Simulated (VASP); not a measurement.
Given:

```yaml
crystal:
  lattice:
    - [0.00000, 3.24724, 3.24724]
    - [3.24724, 0.00000, 3.24724]
    - [3.24724, 3.24724, 0.00000]
  atoms:
    - { symbol: Ag, position: [0.00000, 0.00000, 0.00000] }
    - { symbol: I, position: [0.25000, 0.25000, 0.25000] }
```

Level of theory: AM05 GGA, VASP's PBE PAW potentials (set 64) (plane waves; VASP 6.6.1). Settings: 520 eV cut-off, 8×8×8 Γ-centred mesh, tetrahedra with Blöchl corrections, potentials Ag I.

Unless said otherwise, spin-orbit coupling is left out, though it shifts the bands of the heavy elements here.

Problem. Predict the energy per atom (σ→0), band gap (on the k-mesh) with the smallest direct gap where there is one.

Solution. 
```
Item                                          Value
-----------------------------------  --------------
band gap (on the k-mesh)                    1.33 eV
smallest direct gap (on the k-mesh)         1.33 eV
energy per atom (σ→0)                -2.478 eV/atom
```

The compound is AgI in the zinc blende structure, whereas wurtzite is the usual form. It was relaxed first.
